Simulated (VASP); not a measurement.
Here is the system:

```
CELL_PARAMETERS angstrom
      0.00000     1.92830     1.92830
      1.92830     0.00000     1.92830
      1.92830     1.92830     0.00000
ATOMIC_POSITIONS crystal
  Li 0.00000 0.00000 0.00000
  H  0.50000 0.50000 0.50000
```

Calculation: PBEsol GGA, VASP's PBE PAW potentials (set 64) (plane waves; VASP 6.6.1). Run with 600 eV cut-off, 10×10×10 Γ-centred mesh, Gaussian smearing of 0.050 eV, potentials Li_sv H.

Give the stress tensor in GPa (positive for a compressed cell).

```
3.97  0.00  0.00
0.00  3.97  0.00
0.00  0.00  3.97
```
The pressure is its mean diagonal, 3.97 GPa.

The compound is LiH in the rock salt structure. This cell was strained or had an atom moved on purpose.
